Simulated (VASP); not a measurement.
# NiMoIrPdW (P3m1) in VASP: a series of runs

The runs below take NiMoIrPdW through relaxation of cell and atoms, atomic charges, electrostatic potential, with PBE+TS, PBE+rVV10, PBE.

Everything below comes from runs of VASP 6.6.1. Logs are shortened: lines on timing, memory, paths and dates and some standing lists are left out, and cuts for length are marked.

## 1. The structure

The structure is trigonal, space group P3m1 (No. 156). The conventional cell has a = 4.117 Å, b = 4.117 Å, c = 5.446 Å, α = 90.00°, β = 90.00°, γ = 120.00°. Around Ni (site symmetry 3m) lie 3 Mo at 2.38 Å and 3 Ir at 2.69 Å. Mo (site symmetry 3m) is surrounded by 3 Ni at 2.38 Å and 3 Ir at 2.70 Å and 2 Pd at 2.72 to 2.73 Å. Around Pd (site symmetry 3m) lie 3 W at 2.68 Å and 2 Mo at 2.72 to 2.73 Å and 3 Ir at 2.77 Å. Around Ir (site symmetry 3m) lie 2 W at 2.66 to 2.78 Å and 3 Ni at 2.69 Å and 3 Mo at 2.70 Å and 3 Pd at 2.77 Å. W (site symmetry 3m) has 2 Ir at 2.66 to 2.78 Å and 3 Pd at 2.68 Å and 3 Mo at 2.81 Å and 3 Ni at 2.82 Å as nearest neighbours.

The cell was built by a generator and needn't be a form met in nature.

## 2. Relaxation of cell and atoms, PBE+TS, collinear spin, ferromagnetic start

INCAR

```
SYSTEM = NiMoIrPdW
PREC = Accurate
ENCUT = 600
EDIFF = 1E-6
ISMEAR = -1
SIGMA = 0.05
LREAL = .False.
LASPH = .True.
NELM = 120
ALGO = Normal
ISIF = 3
LWAVE = .False.
LCHARG = .False.
ISPIN = 2
MAGMOM = 1 1 0 0.6 0
LORBIT = 11
LMAXMIX = 4
GGA = PE
IVDW = 2
IBRION = 2
NSW = 40
EDIFFG = -0.02
KPAR = 4
```

KPOINTS

```
regular mesh
0
Gamma
  8 8 5
  0 0 0
```

POSCAR

```
NiMoIrPdW
1.0
    4.1170500000      0.0000000000      0.0000000000
   -2.0585300000      3.5654700000      0.0000000000
    0.0000000000      0.0000000000      5.4458000000
Ni Mo Pd Ir W
1 1 1 1 1
Direct
    0.0000000000      0.0000000000      0.9577500000
    0.6666700000      0.3333300000      0.9616100000
    0.6666700000      0.3333300000      0.4629500000
    0.3333300000      0.6666700000      0.7257200000
    0.3333300000      0.6666700000      0.2364200000
```

Potentials or basis: VASP PAW PBE potentials, release 64 (Ni, Mo_sv, Pd, Ir, W_sv).

Command:

```console
> cat potpaw_PBE.64/Ni/POTCAR potpaw_PBE.64/Mo_sv/POTCAR potpaw_PBE.64/Pd/POTCAR potpaw_PBE.64/Ir/POTCAR potpaw_PBE.64/W_sv/POTCAR > POTCAR
> mpirun -np 4 vasp_std > vasp.out
```

OUTCAR:

```text
SYSTEM = NiMoIrPdW
   PREC = Accurate
   ENCUT = 600
   EDIFF = 1E-6
   ISMEAR = -1
   LREAL = .False.
   LASPH = .True.
   NELM = 120
   ISIF = 3
   ISPIN = 2
   LORBIT = 11
   GGA = PE
   IVDW = 2
   IBRION = 2
   NSW = 40
   EDIFFG = -0.02
  IVDW =   2

 ion  position               nearest neighbor table
   1  0.000  0.000  0.958-   2 2.38   2 2.38   2 2.38   4 2.69   4 2.69   4 2.69   5 2.82   5 2.82
                             5 2.82
   2  0.667  0.333  0.962-   1 2.38   1 2.38   1 2.38   4 2.70   4 2.70   4 2.70   3 2.72   3 2.73
                             5 2.81   5 2.81   5 2.81
   3  0.667  0.333  0.463-   5 2.68   5 2.68   5 2.68   2 2.72   2 2.73   4 2.77   4 2.77   4 2.77

   4  0.333  0.667  0.726-   5 2.66   1 2.69   1 2.69   1 2.69   2 2.70   2 2.70   2 2.70   3 2.77
                             3 2.77   3 2.77   5 2.78
   5  0.333  0.667  0.236-   4 2.66   3 2.68   3 2.68   3 2.68   4 2.78   2 2.81   2 2.81   2 2.81
                             1 2.82   1 2.82   1 2.82

  LATTYP: Found a hexagonal cell.
 ALAT       =     4.1170500000
 C/A-ratio  =     1.3227432263

  Lattice vectors:

 A1 = (   4.1170500000,   0.0000000000,   0.0000000000)
 A2 = (  -2.0585300000,   3.5654700000,   0.0000000000)
 A3 = (   0.0000000000,   0.0000000000,   5.4458000000)

Analysis of symmetry for initial positions (statically):
=====================================================================
 Subroutine PRICEL returns:
 Original cell was already a primitive cell.

 Routine SETGRP: Setting up the symmetry group for a
 hexagonal supercell.

 Subroutine GETGRP returns: Found  2 space group operations
 (whereof  2 operations were pure point group operations)
 out of a pool of 24 trial point group operations.

The static configuration has the point symmetry C_1h.

Analysis of symmetry for dynamics (positions and initial velocities):
=====================================================================
 Subroutine PRICEL returns:
 Original cell was already a primitive cell.

 Routine SETGRP: Setting up the symmetry group for a
 hexagonal supercell.

 Subroutine GETGRP returns: Found  2 space group operations
 (whereof  2 operations were pure point group operations)
 out of a pool of 24 trial point group operations.

The dynamic configuration has the point symmetry C_1h.

Analysis of structural, dynamic, and magnetic symmetry:
=====================================================================
 Subroutine PRICEL returns:
 Original cell was already a primitive cell.

 Routine SETGRP: Setting up the symmetry group for a
 hexagonal supercell.

 Subroutine GETGRP returns: Found  2 space group operations
 (whereof  2 operations were pure point group operations)
[... 146 lines left out ...]

--------------------------------------- Ionic step        1  -------------------------------------------

 number of electron      57.0000000 magnetization       0.0004146

 number of electron      57.0000000 magnetization      -0.0002271

 Free energy of the ion-electron system (eV)
  ---------------------------------------------------
  ext. energy  EPLUGINS =         0.00000000
  ---------------------------------------------------
  free energy    TOTEN  =       -42.23292357 eV

  energy without entropy =      -42.20235235  energy(sigma->0) =      -42.21763796

------------------------ aborting loop because EDIFF is reached ----------------------------------------

  Tkatchenko/Scheffler method for vdW energy calculation

  Number of pair interactions contributing to vdW energy:   98142
[... 38 lines left out ...]
 number of electron      57.0000001 magnetization       0.0000002

 number of electron      57.0000001 magnetization      -0.0000001

 E-fermi :  11.0738     XC(G=0): -13.3937

 val. band max:       11.0686995514   @ k =   0.3750   0.3750   0.0000
 cond. band min:      11.0852072778   @ k =   0.3750   0.3750   0.2000
 fundamental gap:      0.0165077265
 Fermi energy:        11.0737962476

 spin component 1

 k-point     1 :       0.0000    0.0000    0.0000
  band No.  band energies     occupation
      1     -62.8755      1.00000
      2     -49.7487      1.00000
      3     -27.2439      1.00000
      4     -27.1150      1.00000
      5     -27.1150      1.00000
      6     -24.0067      1.00000
[... 1904 lines left out ...]
  FREE ENERGIE OF THE ION-ELECTRON SYSTEM (eV)
  ---------------------------------------------------
  free  energy   TOTEN  =       -45.8983214593 eV

  energy  without entropy=      -45.8690768697  energy(sigma->0) =      -45.88369916

[... ionic steps 4 to 9 ...]

--------------------------------------- Ionic step       10  -------------------------------------------

 number of electron      56.9999998 magnetization       0.0000000

 number of electron      56.9999998 magnetization      -0.0000000
[... 91 lines left out ...]
 number of electron      56.9999998 magnetization       0.0000000

 number of electron      56.9999998 magnetization      -0.0000000

 Free energy of the ion-electron system (eV)
  ---------------------------------------------------
  ext. energy  EPLUGINS =         0.00000000
  ---------------------------------------------------
  free energy    TOTEN  =       -42.14311111 eV

  energy without entropy =      -42.11375838  energy(sigma->0) =      -42.12843474

 E-fermi :   9.7053     XC(G=0): -12.8805

 val. band max:        9.6932733984   @ k =   0.0000   0.3750   0.2000
 cond. band min:       9.7083767462   @ k =   0.0000   0.0000   0.4000
 fundamental gap:      0.0151033478
 Fermi energy:         9.7052916042

 spin component 1

 k-point     1 :       0.0000    0.0000    0.0000
  band No.  band energies     occupation
      1     -64.4087      1.00000
      2     -51.1842      1.00000
      3     -28.6707      1.00000
      4     -28.5799      1.00000
      5     -28.5799      1.00000
      6     -25.3685      1.00000
[... 1820 lines left out ...]
 [... further k-points ...]

------------------------ aborting loop because EDIFF is reached ----------------------------------------

  Hirshfeld charges:
            ion         q(e)
   ------------------------------
      1     Ni      -0.03348533
      2     Mo      -0.01849382
      3     Pd      -0.01582611
      4     Ir      -0.03231476
      5     W        0.10012002
[... 34 lines left out ...]
  FREE ENERGIE OF THE ION-ELECTRON SYSTEM (eV)
  ---------------------------------------------------
  free  energy   TOTEN  =       -45.9004584583 eV

  energy  without entropy=      -45.8711057298  energy(sigma->0) =      -45.88578209

 reached required accuracy - stopping structural energy minimisation

 total charge

# of ion       s       p       d       tot
------------------------------------------
    1        0.564   0.572   8.383   9.519
    2        2.403   6.244   4.003  12.650
    3        0.625   0.601   8.460   9.686
    4        0.739   0.614   7.070   8.423
    5        2.406   6.248   3.289  11.942
--------------------------------------------------
tot          6.738  14.279  31.204  52.221

 magnetization (x)

# of ion       s       p       d       tot
------------------------------------------
    1        0.000   0.000   0.000   0.000
    2        0.000   0.000   0.000   0.000
    3       -0.000   0.000   0.000   0.000
    4       -0.000   0.000   0.000   0.000
    5        0.000   0.000   0.000   0.000
--------------------------------------------------
tot          0.000   0.000   0.000   0.000
```

OSZICAR:

```text
N       E                     dE             d eps       ncg     rms          rms(c)
DAV:   1     0.708807221879E+03    0.70881E+03   -0.32082E+04 13484   0.201E+03
DAV:   2     0.837579508705E+01   -0.70043E+03   -0.68537E+03 13133   0.566E+02
DAV:   3    -0.420390199150E+02   -0.50415E+02   -0.47555E+02 14981   0.155E+02
[... 124 lines left out ...]
DAV:   1    -0.421431587520E+02    0.89952E-03   -0.56185E-03 13020   0.570E-01    0.694E-02
DAV:   2    -0.421433995707E+02   -0.24082E-03   -0.20578E-03 18144   0.737E-01    0.186E-01
DAV:   3    -0.421431181667E+02    0.28140E-03   -0.13538E-03 17514   0.615E-01    0.265E-02
DAV:   4    -0.421431152831E+02    0.28836E-05   -0.72220E-05 19062   0.809E-02    0.158E-02
DAV:   5    -0.421431110239E+02    0.42591E-05   -0.17048E-05 17970   0.279E-02    0.791E-03
DAV:   6    -0.421431111055E+02   -0.81555E-07   -0.18732E-06  7484   0.190E-02
  12 F= -.45900458E+02 E0= -.45885782E+02  d E =0.296166E-04  mag=     0.0000
```

CONTCAR:

```text
NiMoIrPdW
   1.00000000000000
     4.0739486997993239    0.0000041431638077    0.0000003959604390
    -2.0369757094695893    3.5281451864967011   -0.0000003959607444
     0.0000004926796755   -0.0000002844484991    5.3549101976169755
  Ni              Mo              Pd              Ir              W
     1     1     1     1     1
Direct
     0.9999999804564591    0.0000000195435954    0.9566735792909441
     0.6666663844672248    0.3333336155325326    0.9623419201242988
     0.6666668848179996    0.3333331151817989    0.4642501634573833
     0.3333335251659281    0.6666664748342866    0.7237195645220563
     0.3333332250923881    0.6666667749077866    0.2374647726053193

  0.00000000E+00  0.00000000E+00  0.00000000E+00
  0.00000000E+00  0.00000000E+00  0.00000000E+00
  0.00000000E+00  0.00000000E+00  0.00000000E+00
  0.00000000E+00  0.00000000E+00  0.00000000E+00
  0.00000000E+00  0.00000000E+00  0.00000000E+00
```

Wall time 16 min (4 MPI ranks of Intel Xeon 6975P-C (Granite Rapids), shared host); peak memory 0.75 GiB.

What came out:

* Free energy: -45.9005 eV
* Relaxed volume: 15.39 Å³/atom
* Relaxed cell: a = 4.074 Å, b = 4.074 Å, c = 5.355 Å, α = 90.00°, β = 90.00°, γ = 120.00°
* Space group after relaxing (to 0.05 Å): P3m1 (No. 156)
* Energy gained by relaxing: 15.7 meV/atom
* Ionic steps: 12
* Pressure after relaxing: 0.1 GPa
* Largest force after relaxing: 0.017 eV/Å
* Band gap on the k mesh: none (metal or under the smearing width)
* Net moment: 0.00 μB per cell
* Valence electrons inside the program's atomic spheres: Ni 9.52; Mo 12.65; Pd 9.69; Ir 8.42; W 11.94
* Hirshfeld charges: Ni -0.03; Mo -0.02; Pd -0.02; Ir -0.03; W +0.10 e
* Dispersion energy per atom: -0.751 eV

Forces on the atoms (eV/Å):
```
Ni   0.000  0.000 -0.017
Mo   0.000  0.000  0.004
Pd   0.000  0.000  0.003
Ir   0.000  0.000  0.014
W    0.000  0.000 -0.005
```

The path:
| step | energy change (eV) | largest force (eV/Å) | pressure (GPa) | volume (Å³) |
| --- | --- | --- | --- | --- |
| 1 | 0.0000 | 0.1041 | -8.57 | 79.94 |
| 2 | 0.4665 | 0.4644 | 27.62 | 70.44 |
| 3 | -0.0766 | 0.1870 | -0.77 | 77.24 |
| 4 | -0.0766 | 0.1971 | -0.06 | 77.01 |
| 5 | -0.0765 | 0.1999 | 0.10 | 76.95 |
| 6 | -0.0783 | 0.0353 | 0.07 | 76.97 |
| 7 | -0.0783 | 0.0378 | 0.09 | 76.97 |
| 8 | -0.0788 | 0.0298 | -0.21 | 77.05 |
| 9 | -0.0788 | 0.0300 | -0.22 | 77.05 |
| 10 | -0.0787 | 0.0224 | 0.00 | 76.98 |
| 11 | -0.0787 | 0.0215 | -0.01 | 76.98 |
| 12 | -0.0787 | 0.0167 | 0.05 | 76.97 |

Final structure:
```cif
data_structure
_symmetry_space_group_name_H-M 'P 1'
_symmetry_Int_Tables_number 1
_cell_length_a 4.0739
_cell_length_b 4.0740
_cell_length_c 5.3549
_cell_angle_alpha 90.000
_cell_angle_beta 90.000
_cell_angle_gamma 120.000
_cell_volume 76.97
loop_
_atom_site_label
_atom_site_type_symbol
_atom_site_fract_x
_atom_site_fract_y
_atom_site_fract_z
_atom_site_occupancy
Ni1 Ni 0.00000 0.00000 0.95667 1
Mo1 Mo 0.66667 0.33333 0.96234 1
Pd1 Pd 0.66667 0.33333 0.46425 1
Ir1 Ir 0.33333 0.66667 0.72372 1
W1 W 0.33333 0.66667 0.23746 1
```

Levels at points of the mesh, in eV from the Fermi level:
Spin up:
```csv
k point,band 26,band 27,band 28,band 29,band 30,band 31
"(0.00, 0.00, 0.00)",-1.01,-0.79,-0.79,0.88,0.88,1.90
"(0.50, 0.00, 0.00)",-1.05,-0.54,-0.23,1.02,1.25,1.38
"(0.50, 0.50, 0.00)",-1.05,-0.54,-0.23,1.02,1.25,1.38
```
Spin down:
| k point | band 24 | band 25 | band 26 | band 27 | band 28 | band 29 | band 30 | band 31 | band 32 | band 33 |
| --- | --- | --- | --- | --- | --- | --- | --- | --- | --- | --- |
| (0.00, 0.00, 0.00) | -1.79 | -1.79 | -1.01 | -0.79 | -0.79 | 0.88 | 0.88 | 1.90 | 1.90 | 3.19 |
| (0.50, 0.00, 0.00) | -1.64 | -1.47 | -1.05 | -0.54 | -0.23 | 1.02 | 1.25 | 1.38 | 1.70 | 1.98 |
| (0.50, 0.50, 0.00) | -1.64 | -1.47 | -1.05 | -0.54 | -0.23 | 1.02 | 1.25 | 1.38 | 1.70 | 1.98 |

Caveat: atom-pairwise D2, TS and ULG terms overbind metals; pairwise dispersion overbinds metals, which lowers pressure and volume.

(Continued in part 2 of 2.)
